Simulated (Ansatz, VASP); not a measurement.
## Cross-check of Sn2O between VASP and Ansatz

Wanted: the spread between two codes on one cell, functional and k mesh. The two relaxations start from unlike cells of this crystal (the structure described is Ansatz's start), so only their ends are compared.

Calculated with Ansatz 0.2.0; plane waves, with VASP 6.6.1 beside it; relaxation of cell and atoms at revPBE.

The structure was built from a prototype and need not be the compound's stable phase.

**1. Set-up**

The structure is trigonal, space group P-3m1 (No. 164). Conventional cell: a = 2.634 Å, b = 2.634 Å, c = 4.251 Å, α = 90.00°, β = 90.00°, γ = 120.00°. Nearest to Sn lie 3 O at 1.93 Å. Nearest to O lie 6 Sn at 1.93 Å. As first built, before any earlier steps moved the atoms (in the runner's words): all Ti replaced by Sn in the P-3m1 structure of Ti2O. Farther neighbours and most contacts between anions are not listed.

**2. VASP: relaxation of cell and atoms, revPBE**

The relaxed volume is the usual yardstick between codes: in a stiff, nearly cubic crystal its relative difference is about their pressure difference at one cell divided by the bulk modulus.

Lines of VASP's logs that name or quote its potential files are left out, and so is its time.

Contents of INCAR:

```
SYSTEM = Sn2O
PREC = Accurate
ENCUT = 600
EDIFF = 1E-07
NELM = 120
ISMEAR = -1
SIGMA = 0.05
LREAL = .FALSE.
ALGO = Normal
GGA = RE
NBANDS = 23
LORBIT = 11
LWAVE = .FALSE.
LCHARG = .FALSE.
ISIF = 3
IBRION = 2
NSW = 80
EDIFFG = -0.005
LASPH = .TRUE.
GGA_COMPAT = .FALSE.
NELMIN = 4
```

Contents of POSCAR:

```
Sn2O
1.0
    3.2802181990      0.0000001242      0.0000000000
   -1.6401083691      2.8407515122      0.0000000000
    0.0000000000      0.0000000000      6.0187616943
Sn O
2 1
Direct
    0.3333332068      0.6666666667      0.7307607266
    0.6666664135      0.3333333333      0.2692392734
    0.0000000000      0.0000000000      0.0000000000
```

Contents of KPOINTS:

```
Automatic mesh
0
Gamma
10 10 5
0 0 0
```

Potentials, in the order of the species: Sn_d and O (PBE family, release 64).

The run is started by

```console
$ mpirun -np 1 vasp_std
```

Numbers of over 12 decimals in the logs are rounded to 6 here.

The program printed:

```text
[banner, memory and clock lines left out]
running    1 mpi-ranks, on    1 nodes
 distrk:  each k-point on    1 cores,    1 groups
 distr:  one band on    1 cores,    1 groups

 POSCAR found type information on POSCAR SnO
 POSCAR found :  2 types and       3 ions
|                                                                             |
|               ----> ADVICE to this user running VASP <----                  |
|                                                                             |
|     You enforced a specific xc type in the INCAR file but a different       |
|     [... a line on the potential file left out ...]
|     I HOPE YOU KNOW WHAT YOU ARE DOING!                                     |
|                                                                             |

 LDA part: xc-table for (Slater+PW92), standard interpolation
 POSCAR, INCAR and KPOINTS ok, starting setup
 FFT: planning ... GRIDC
 FFT: planning ... GRID_SOFT
 FFT: planning ... GRID
 WAVECAR not read
 entering main loop
       N       E                     dE             d eps       ncg     rms          rms(c)
DAV:   1     0.306475492140E+03    0.30648E+03   -0.18810E+04  2689   0.259E+03
DAV:   2     0.228959999029E+02   -0.28358E+03   -0.27260E+03  2753   0.540E+02
DAV:   3    -0.133825987673E+02   -0.36279E+02   -0.35298E+02  3271   0.162E+02
DAV:   4    -0.147082657915E+02   -0.13257E+01   -0.13197E+01  2920   0.336E+01
DAV:   5    -0.147420960440E+02   -0.33830E-01   -0.33829E-01  3641   0.561E+00    0.828E+00
DAV:   6    -0.133505446277E+02    0.13916E+01   -0.76352E+00  4226   0.354E+01    0.564E+00
DAV:   7    -0.129868030373E+02    0.36374E+00   -0.16388E+00  2932   0.895E+00    0.176E+00
DAV:   8    -0.129903546169E+02   -0.35516E-02   -0.30954E-01  2851   0.338E+00    0.589E-01
DAV:   9    -0.129873539367E+02    0.30007E-02   -0.15623E-02  4498   0.128E+00    0.230E-01
DAV:  10    -0.129879515139E+02   -0.59758E-03   -0.51004E-03  3664   0.779E-01    0.149E-01
DAV:  11    -0.129875671331E+02    0.38438E-03   -0.93271E-04  3923   0.280E-01    0.238E-02
DAV:  12    -0.129875899114E+02   -0.22778E-04   -0.18530E-04  2787   0.838E-02    0.144E-02
DAV:  13    -0.129875865538E+02    0.33577E-05   -0.77467E-06  3538   0.321E-02    0.346E-03
DAV:  14    -0.129875867614E+02   -0.20767E-06   -0.22811E-06  3406   0.112E-02    0.159E-03
DAV:  15    -0.129875865986E+02    0.16284E-06   -0.19272E-07  2436   0.452E-03    0.580E-04
DAV:  16    -0.129875865927E+02    0.59390E-08   -0.34791E-08  1544   0.225E-03
   1 F= -.12987587E+02 E0= -.12982160E+02  d E =-.129876E+02
[... from here on, the cycles between the ionic steps are left out ...]
   2 F= -.13048222E+02 E0= -.13042808E+02  d E =-.606352E-01
   8 F= -.13095669E+02 E0= -.13089670E+02  d E =-.368540E-03
   9 F= -.13096581E+02 E0= -.13090754E+02  d E =-.128127E-02
  10 F= -.13096732E+02 E0= -.13090828E+02  d E =-.151142E-03
  11 F= -.13096743E+02 E0= -.13090820E+02  d E =-.161495E-03
  12 F= -.13096743E+02 E0= -.13090814E+02  d E =-.161335E-03
  13 F= -.13096743E+02 E0= -.13090817E+02  d E =-.161663E-03
  14 F= -.13096743E+02 E0= -.13090819E+02  d E =-.161699E-03
  15 F= -.13096761E+02 E0= -.13090812E+02  d E =-.180882E-04
  16 F= -.13096763E+02 E0= -.13090805E+02  d E =-.204952E-04
  17 F= -.13096773E+02 E0= -.13090800E+02  d E =-.923317E-05
 trial-energy change:   -0.000009  1 .order   -0.000010   -0.000013   -0.000008
 step:   1.0755(harm=  1.0755)  dis= 0.00114  next Energy=   -13.096779 (dE=-0.159E-04)
 bond charge predicted
       N       E                     dE             d eps       ncg     rms          rms(c)
DAV:   1    -0.130969474017E+02   -0.17464E-03   -0.84965E-03  3973   0.946E-01    0.782E-02
DAV:   2    -0.130968225686E+02    0.12483E-03   -0.37491E-04  3272   0.235E-01    0.336E-02
DAV:   3    -0.130967932503E+02    0.29318E-04   -0.70457E-05  4093   0.123E-01    0.192E-02
DAV:   4    -0.130967823241E+02    0.10926E-04   -0.29037E-05  3543   0.677E-02    0.390E-03
DAV:   5    -0.130967800360E+02    0.22881E-05   -0.37676E-06  3007   0.197E-02    0.175E-03
DAV:   6    -0.130967798418E+02    0.19424E-06   -0.16132E-07  2092   0.441E-03    0.924E-04
DAV:   7    -0.130967797816E+02    0.60147E-07   -0.84557E-08  1502   0.246E-03
  18 F= -.13096780E+02 E0= -.13090785E+02  d E =-.162979E-04
 curvature:  -1.42 expect dE=-0.402E-05 dE for cont linesearch -0.443E-06
 trial: gam=-0.03534 g(F)=  0.396E-07 g(S)=  0.279E-05 ort = 0.494E-05 (trialstep = 0.558E+00)
 search vector abs. value=  0.258E-05
 reached required accuracy - stopping structural energy minimisation
```

OUTCAR, selected parts (step 2):

```text
ion  position               nearest neighbor table
   1  0.333  0.667  0.731-   3 2.49   3 2.49   3 2.49   2 3.36   2 3.36   2 3.36   2 3.75   2 3.75
                             2 3.75
   2  0.667  0.333  0.269-   3 2.49   3 2.49   3 2.49   1 3.36   1 3.36   1 3.36   1 3.75   1 3.75
                             1 3.75
   3  0.000  0.000  0.000-   1 2.49   2 2.49   1 2.49   2 2.49   2 2.49   1 2.49

  LATTYP: Found a hexagonal cell.
 ALAT       =     3.2802181990
 C/A-ratio  =     1.8348662586

 Subroutine GETGRP returns: Found 12 space group operations
 (whereof 12 operations were pure point group operations)

The static configuration has the point symmetry D_3d.

 Found     58 irreducible k-points:

   k-points           NKPTS =     58   k-points in BZ     NKDIM =     58   number of bands    NBANDS=     23

   dimension x,y,z NGX =    28 NGY =   28 NGZ =   48
   dimension x,y,z NGXF=    56 NGYF=   56 NGZF=   96

   ENCUT  =  600.0 eV  44.10 Ry    6.64 a.u.   6.55  6.55 12.02*2*pi/ulx,y,z

   NELECT =      34.0000    total number of electrons

 k-points in reciprocal lattice and weights: Automatic mesh
   0.00000000  0.00000000  0.00000000       0.002
   0.10000000  0.00000000  0.00000000       0.012
   0.20000000  0.00000000  0.00000000       0.012
   0.30000000 -0.00000000  0.00000000       0.012
   0.40000000  0.00000000  0.00000000       0.012
   0.50000000 -0.00000000  0.00000000       0.006
   0.10000000  0.10000000  0.00000000       0.012
   0.20000000  0.10000000  0.00000000       0.024
   0.30000000  0.10000000  0.00000000       0.024
[...]
0.40000000  0.20000000  0.40000000       0.024
   0.30000000  0.30000000  0.40000000       0.024

 average (electrostatic) potential at core
       1 -99.5166       2 -99.5166       3 -68.1414

 E-fermi :   8.1051

 k-point     1 :       0.0000    0.0000    0.0000
  band No.  band energies     occupation
    ...
     13      -1.4091      2.00000
     14       4.9572      2.00000
     15       4.9572      2.00000
     16       5.6382      2.00000
     17       6.1454      2.00000
     18      13.5912      0.00000
     19      14.8767      0.00000
     20      14.8767      0.00000
     21      15.6714      0.00000
     22      16.5318      0.00000
    ...

 k-point     2 :       0.1000    0.0000    0.0000
  band No.  band energies     occupation
    ...
     13      -1.2333      2.00000
     14       4.3705      2.00000
     15       4.8951      2.00000
     16       5.6699      2.00000
     17       6.8178      2.00000
     18      13.1590      0.00000
     19      13.6706      0.00000
     20      14.5197      0.00000
     21      14.9646      0.00000
     22      15.9359      0.00000
    ...

 k-point     3 :       0.2000    0.0000    0.0000
  band No.  band energies     occupation
    ...
     13      -0.7069      2.00000
     14       3.5971      2.00000
     15       4.7352      2.00000
     16       5.6975      2.00000
     17       7.8447      1.98911
     18      10.9440      0.00000
     19      11.9572      0.00000
     20      13.7709      0.00000
     21      13.7844      0.00000
     22      14.8013      0.00000
    ...

  Total       -0.0042085     -0.0042085      0.0117524     -0.0000000      0.0000000      0.0000000
  in kB       -0.1106965     -0.1106964      0.3091247     -0.0000000      0.0000000      0.0000000
  external PRESSURE =       0.0292439 kB  Pullay stress =       0.0000000 kB

  energy-cutoff  :      600.00
  volume of cell :       60.91
      direct lattice vectors                 reciprocal lattice vectors
     3.286791222  0.000000126  0.000000000     0.304248098  0.175657691  0.000000000
    -1.643394878  2.846443913 -0.000000000    -0.000000013  0.351315539 -0.000000000
    -0.000000000  0.000000000  6.510731161    -0.000000000  0.000000000  0.153592581

 POSITION                                       TOTAL-FORCE (eV/Angst)
 -----------------------------------------------------------------------------------
      0.00000      1.89763      4.83776         0.000000     -0.000000     -0.000641
      1.64340      0.94881      1.67297        -0.000000      0.000000      0.000641
      0.00000      0.00000      0.00000         0.000000     -0.000000      0.000000
 -----------------------------------------------------------------------------------
    total drift:                                0.000579     -0.000000      0.000000

  FREE ENERGIE OF THE ION-ELECTRON SYSTEM (eV)
  ---------------------------------------------------
  free  energy   TOTEN  =       -13.0967797816 eV

  energy  without entropy=      -13.0847897080  energy(sigma->0) =      -13.09078474

 reached required accuracy - stopping structural energy minimisation

 total charge
# of ion       s       p       d       tot
------------------------------------------
    1        1.306   0.761   9.998  12.065
    2        1.306   0.761   9.998  12.065
    3        1.603   3.284   0.000   4.887
--------------------------------------------------
tot          4.214   4.806  19.995  29.016

[... 3 further parts left out ...]
```

CONTCAR:

```
Sn2O
   1.00000000000000
     3.2867912218644055    0.0000001255643596    0.0000000000000000
    -1.6433948781025642    2.8464439132124761   -0.0000000000000000
    -0.0000000000000000    0.0000000000000000    6.5107311605242106
  Sn              O
     2     1
Direct
     0.3333332067999990    0.6666666667000030    0.7430439533663314
     0.6666664135000033    0.3333333332999970    0.2569560466336686
     0.0000000000000000    0.0000000000000000    0.0000000000000000
```

After so large a change of volume the plane waves of the start cell no longer fit, so the final stress carries a basis-set error.

**3. Ansatz: relaxation of cell and atoms, revPBE**

Ansatz runs on its default PAW (the set named soft_2) files.

Its own start cell and the same functional, mesh and smearing now go to Ansatz, which takes its cutoff from its data sets.

Contents of input.yaml:

```yaml
crystal:
  lattice:
    - [2.63351057, 0.0, 0.0]
    - [-1.31675528, 2.28068705, 0.0]
    - [0.0, 0.0, 4.25146788]
  atoms:
    - { symbol: Sn, position: [0.33333333, 0.66666667, 0.72126] }
    - { symbol: Sn, position: [0.66666667, 0.33333333, 0.27874] }
    - { symbol: O, position: [0.0, 0.0, 0.0] }
kpoints:
  mp_grid: { grid: [10, 10, 5] }
scf:
  occupations: { method: fermi_dirac, width: 0.05 }
hamiltonian:
  xc: revpbe
output:
  forces: true
  stress: true
relax:
  f_tol: 0.02
  max_steps: 50
  cell: {}
```

The run is started by

```console
$ ansatz run input.yaml --threads 1 --pin off --max-ram 4096MiB --backend cpu --events-out ev --progress --plain --runs-dir out
```

The program printed:

```text
Engine: ansatz 0.2.0, aarch64-unknown-linux-gnu
Pseudopotentials: kind: paw
Pseudopotential: Sn, paw, valence charge 14, recommended cutoff 420 eV (normal), Sn.paw.azcp
Pseudopotential: O, paw, valence charge 6, recommended cutoff 420 eV (normal), O.paw.azcp
Functional definition: revPBE
  parameter kappa = 1.245
  parameter beta = 0.066725
  exchange = pbe_x(kappa = kappa, mu = beta*pi^2/3)
  correlation = pbe_c(beta = beta)
Crystal: 3 atoms, lattice volume = 25.535 Å³
Basis set: ecut = 420 eV, 525 PW (Γ), exchange–correlation on 36×36×60 points (8 copies of the dense FFT grid, shifted against one another)
Bands: 21, of which v1, the nominal top of the filled ones, is band 17 counted from 1 (16 counted from 0)
Symmetry: 12 space group operations
Space group: P-3m1 (ITA 164), of the structure as read, at distance tolerance 2.9e-5 Å
k-points: 58 of 500
Non-local potential: Sn, projectors of the file, l = 0: 2, l = 1: 2, l = 2: 2, l = 3: 2
Non-local potential: O, projectors of the file, l = 0: 2, l = 1: 2, l = 2: 1
PAW form: soft (Blöchl's): semilocal exchange-correlation on the pseudo side does not see the compensation charge
PAW frozen core: Sn, regenerated for the run's functional, and the local potential with it (the file was generated under x = pbe(κ = 0.804, μ = 0.219515), c = pbe(β = 0.066725))
PAW frozen core: O, regenerated for the run's functional, and the local potential with it (the file was generated under x = pbe(κ = 0.804, μ = 0.219515), c = pbe(β = 0.066725))
PAW one-centre angular grid: Sn, 590 points (default); XC on 64 Gauss nodes
PAW one-centre angular grid: O, 110 points (default); XC on 64 Gauss nodes
Initial density: superposition of atomic densities (neutral atoms: chi_scale 0, normalization atom), corrected by the library's trained network
Initial wavefunctions: pseudopotential atomic-orbital guess
Functional: x = revpbe(κ = 1.245, μ = 0.219515), c = pbe(β = 0.066725)
SCF iter   1: F=—  HF=-12606.343061 eV  |F-HF|=—  |Δ(HF+E_count)|=         —  Δρ=4.64e-2  dr2=5.71e-1  ethr=1.77e-3  ⟨swp⟩=8.1  Hψ=6916  notcnv=0
preconditioner: auto → none  [metal: Δε(μ)=0.055 eV  Ē_g=23.859 eV  σ=0.050 eV  W_gap=0.27  n_scr=8 (ndim 8)  ℏωp=42.8 eV  f_vac=0.000  D(μ)=1.26/eV (n_scr^D=10)  sad-step TF]
SCF iter   2: F=—  HF=-12606.261149 eV  |F-HF|=—  |Δ(HF+E_count)|=   8.19e-2  Δρ=2.87e-2  dr2=2.49e-1  ethr=1.68e-3  ⟨swp⟩=2.4  Hψ=1914  notcnv=0  defer=6
SCF iter   3: F=—  HF=-12606.192082 eV  |F-HF|=—  |Δ(HF+E_count)|=   6.91e-2  Δρ=5.52e-3  dr2=6.97e-3  ethr=7.32e-4  ⟨swp⟩=4.7  Hψ=2668  notcnv=0  defer=9
SCF iter   4: F=—  HF=-12606.191443 eV  |F-HF|=—  |Δ(HF+E_count)|=   6.39e-4  Δρ=5.95e-4  dr2=6.38e-5  ethr=2.05e-5  ⟨swp⟩=3.4  Hψ=2683  notcnv=0  defer=5
SCF iter   5: F=—  HF=-12606.191494 eV  |F-HF|=—  |Δ(HF+E_count)|=   5.16e-5  Δρ=2.40e-4  dr2=8.57e-6  ethr=1.88e-7  ⟨swp⟩=3.1  Hψ=2342  notcnv=0  defer=5
SCF iter   6: F=—  HF=-12606.191497 eV  |F-HF|=—  |Δ(HF+E_count)|=   2.30e-6  Δρ=9.04e-5  dr2=4.67e-6  ethr=2.52e-8  ⟨swp⟩=2.4  Hψ=2225  notcnv=0  defer=5
SCF iter   7: F=-12606.191495 eV  HF=-12606.191495 eV  |F-HF|=3.78e-8  |Δ(HF+E_count)|=   1.30e-6  Δρ=1.59e-5  dr2=5.94e-8  ethr=2.94e-10  ⟨swp⟩=7.1  Hψ=7355  notcnv=0
SCF 1 converged in 7 iterations: F = -12606.191495 eV  dr2 = 5.94e-8
  greatest PAW one-centre occupation: 0.997 electrons in one spin orbital (limit 2), on the Sn atom at site 1 (counted from 0), in its partial waves of l = 2
relax step   1: F+E_penalty+E_count = -12606.19149540 eV  Δ(F+E_penalty+E_count) = +0.000e0 eV  max|allowed force component| = 3.612e0 eV/Å  Δτ_max = 0.0000 Å  P = +439.663 GPa  Ω = 25.535 Å³  (7 SCF iters, dr2 threshold 1.00e-7 eV, accepted)
[...]
relax step  22: F+E_penalty+E_count = -12628.17907495 eV  Δ(F+E_penalty+E_count) = +1.356e-4 eV  max|allowed force component| = 1.858e-3 eV/Å  Δτ_max = 0.0013 Å  P = -0.023 GPa  Ω = 60.984 Å³  energy of the carried Pulay correction = -1.851e-3 eV  (6 SCF iters, dr2 threshold 3.00e-7 eV, accepted)
[...]
relax step  23: F+E_penalty+E_count = -12628.18142864 eV  Δ(F+E_penalty+E_count) = -2.354e-3 eV  max|allowed force component| = 2.160e-3 eV/Å  Δτ_max = 0.0000 Å  P = -0.011 GPa  Ω = 60.984 Å³  stress off target by 7.11e-2 GPa  SCF on the basis re-selected at this cell (its energy is not comparable with the rows above)  (7 SCF iters)
[...]
relax step  24: F+E_penalty+E_count = -12628.18144835 eV  Δ(F+E_penalty+E_count) = -1.971e-5 eV  max|allowed force component| = 5.079e-4 eV/Å  Δτ_max = 0.0018 Å  P = +0.002 GPa  Ω = 61.022 Å³  energy of the carried Pulay correction = -4.216e-5 eV  (6 SCF iters, dr2 threshold 1.27e-8 eV, accepted)
[...]
relax step  25: F+E_penalty+E_count = -12628.18148641 eV  Δ(F+E_penalty+E_count) = -3.806e-5 eV  max|allowed force component| = 5.011e-4 eV/Å  Δτ_max = 0.0000 Å  P = +0.002 GPa  Ω = 61.022 Å³  stress off target by 1.99e-2 GPa  SCF on the basis re-selected at this cell (its energy is not comparable with the rows above)  (6 SCF iters)
basis re-selected at this cell: Δ(F+E_penalty+E_count) = -3.806e-5 eV, ΔP = +0.000 GPa vs the last step (what re-selecting the basis moved, of the pressure what is left beyond the Pulay correction that the steps carried, after the strain that the cell walked since its last selection, with what the two solves' SCF thresholds leave and, on support functions, any second-order correction that the steps lacked; it is no m [...]
SCF converged after 6 iterations
Free energy (F): -12628.181486 eV
Harris-Foulkes:  -12628.181486 eV  (|F-HF|=3.64e-12)
Internal energy: -12628.169347 eV  (E = F + TS)
E sigma→0 (E₀):  -12628.175417 eV
Entropy (-TS):   -0.012139 eV (-4.046 meV/atom)
Fermi energy:    10.946782 eV
--- Per-component energies (eV) ---
  E_band       = -159.517270
  E_kinetic    = 543.594326
  E_local      = -2011.900692  (includes V_loc(G=0)·N_el)
  E_nonlocal   = -18.970022
  E_hartree    = 1176.266463
  E_xc         = -840.169367
  E_vxc        = -285.092084  (∫ρ·V_xc dr)
  E_paw        = -8439.243195  (= ΣΔE_a)
  E_vpaw       = -739.684006  (= ΣTr[D̂ρ^β])
  E_aug_tail   = 0.002291  (compensation charges beyond the density's cutoff)
  E_ewald      = -3037.771712
  E_core_change = 0.022562  (= ΣΔE_core)
  E_smearing   = -0.012139  (= −TS)
  E_closure    = -0.000000  (closes the sum)
  Σ components = -12628.181486   (vs F -12628.181486, Δ=0.00e0)
--- Forces (eV/Å), atoms counted from 1 ---
  atom   1  Sn     0.00000000    -0.00000000    -0.00050109
  atom   2  Sn    -0.00000000     0.00000000     0.00050109
  atom   3  O      0.00000000     0.00000000     0.00000000
  max |Σ_I F_I| component: 1.16e-18 eV/Å
--- Stress (GPa, compression-positive) ---
       -0.006354      -0.000000      -0.000000
       -0.000000      -0.006354      -0.000000
       -0.000000      -0.000000       0.019939
  P = ⅓ Tr σ = 0.0024 GPa (0.024 kbar)
--- Relaxed structure (21 steps of the walk, 21 accepted, 4 SCFs on fresh bases) ---
  F+E_penalty+E_count = -12628.18148641 eV   max|allowed force component| = 5.011e-4 eV/Å   (the final SCF, on the basis selected at the relaxed cell)
  cell:  # Å, volume = 61.0216 Å³
    - [3.286184, -3.6021865149339354e-9, 0]
    - [-1.643092, 2.845919, 0]
    - [0, 0, 6.524831]
  atoms:
    - { symbol: Sn, position: [0.333333, 0.666667, 0.743770] }
    - { symbol: Sn, position: [0.666667, 0.333333, 0.256230] }
    - { symbol: O, position: [0, 0, 0] }
```

**4. Differences**

Known differences besides the potentials themselves: the cutoff is 420 eV in Ansatz and 600 eV in VASP; Ansatz makes its cores anew for this functional, VASP keeps those of its PBE data sets; Ansatz adds a Pulay correction to the stress that steers its cell, VASP none. Total energies have different zeros and are not compared.

Compared:

| quantity | Ansatz | VASP | difference |
| --- | --- | --- | --- |
| volume (Å³) | 61.02 | 60.91 | +0.18 % |
| edge a after relaxation, in the typed setting (Å) | 3.286 | 3.287 | -0.02 % |
| edge c after relaxation, in the typed setting (Å) | 6.525 | 6.511 | +0.22 % |

**5. Summary of results**

```yaml
difference_in_edge_c_after_relaxation_in_the_typed_setting_relaxation_of_cell_and_atoms_revpbe: 0.22 %
```

In words: The difference in edge c after relaxation, in the typed setting is 0.22 % (relaxation of cell and atoms, revPBE), within the 1.2 % picked in this series as the mark of a large difference, as far as the stopping tolerances let one tell. How closely two codes agree says nothing of how well the functional describes the real material.

[Lines on the potential files, build, host, timing and source positions are cut from VASP's logs without a mark.]

[Logs are printed without paths, hosts, clocks, repeated set-up lines and the standing remarks that a program may print on its own settings, such as how far it seeks lower states.]

[Hosts, paths, dates, database ids (printed as entryN), source tags and the programs' standing remarks are cut or masked in the printed files.]
